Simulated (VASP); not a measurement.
Given:

```
CELL_PARAMETERS angstrom
      0.00000     2.35355     2.35355
      2.35355     0.00000     2.35355
      2.35355     2.35355     0.00000
ATOMIC_POSITIONS crystal
  Cd 0.00000 0.00000 0.00000
  O  0.50000 0.50000 0.50000
```

All values below come from PBEsol GGA with spin-orbit coupling, VASP's PBE PAW potentials (set 64) (plane waves; VASP). Run with 520 eV cut-off, 12×12×12 Γ-centred mesh, Gaussian smearing of 0.050 eV, potentials Cd O.

Q: Estimate the energy per atom (σ→0), band gap (over mesh and band path) with the smallest direct gap where there is one.

A: 
- band gap (over mesh and band path): none (metal, semimetal or under 0.01 eV)
- energy per atom (σ→0): -4265 meV/atom

The absolute energy has meaning only against runs of the same code, potentials and settings.

The compound is CdO in the rock salt structure. It was relaxed first.
